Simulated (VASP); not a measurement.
An input for Quantum ESPRESSO's pw.x (written as the equivalent of a VASP run, and not itself run):

```
&CONTROL
  calculation = 'scf'
  pseudo_dir = './pseudo'
  outdir = './out'
  tprnfor = .true.
  tstress = .true.
/
&SYSTEM
  ibrav = 0
  nat = 2
  ntyp = 2
  ecutwfc = 88
  occupations = 'smearing'
  smearing = 'gaussian'
  degauss = 0.003675
  input_dft = 'pbe'
  vdw_corr = 'grimme-d3'
  dftd3_version = 3
  dftd3_threebody = .false.
/
&ELECTRONS
  conv_thr = 7.3e-09
  electron_maxstep = 100
/
ATOMIC_SPECIES
  Na 22.990 Na.upf
  F 18.998 F.upf
CELL_PARAMETERS angstrom
     0.0000000    2.2689611    2.2689611
     2.2689611    0.0000000    2.2689611
     2.2689611    2.2689611    0.0000000
ATOMIC_POSITIONS crystal
  Na   0.0000000  1.0000000  0.0000000
  F    0.5000000  0.5000000  0.5000000
K_POINTS automatic
  10 10 10 0 0 0
```

Translate this input to VASP (INCAR, KPOINTS, POSCAR, choice of POTCAR).

Several could match; the one computed here: 
**POSCAR**
```
NaF
2.2689610
  0.0000000000   1.0000000562   1.0000000562
  1.0000000562   0.0000000000   1.0000000562
  1.0000000562   1.0000000562   0.0000000000
Na F
1 1
Direct
  0.0000000000   1.0000000000   0.0000000000
  0.5000000000   0.5000000000   0.5000000000
```

**INCAR**
```
SYSTEM = NaF
PREC = Accurate
ENCUT = 520
EDIFF = 1E-7
NELM = 100
ALGO = Normal
LREAL = .FALSE.
LASPH = .TRUE.
ISMEAR = 0
SIGMA = 0.05
GGA = PE
IVDW = 11
LWAVE = .FALSE.
LCHARG = .FALSE.
ISIF = 2
```

**KPOINTS**
```
Automatic
0
Gamma
  10 10 10
```

POTCAR, in this order: Na_pv F (PBE.64 set). Program: vasp_std.

The two are equivalent in intent, not identical: the potentials are each code's own (VASP's PAW set, PseudoDojo norm-conserving files in pw.x), so ENCUT and ecutwfc are chosen apart and not converted; conv_thr bounds pw.x's estimated SCF error, while EDIFF bounds the energy change between steps.

The compound is NaF in the rock salt structure. This cell is one point of a volume scan, at 0.94 of the reference volume.
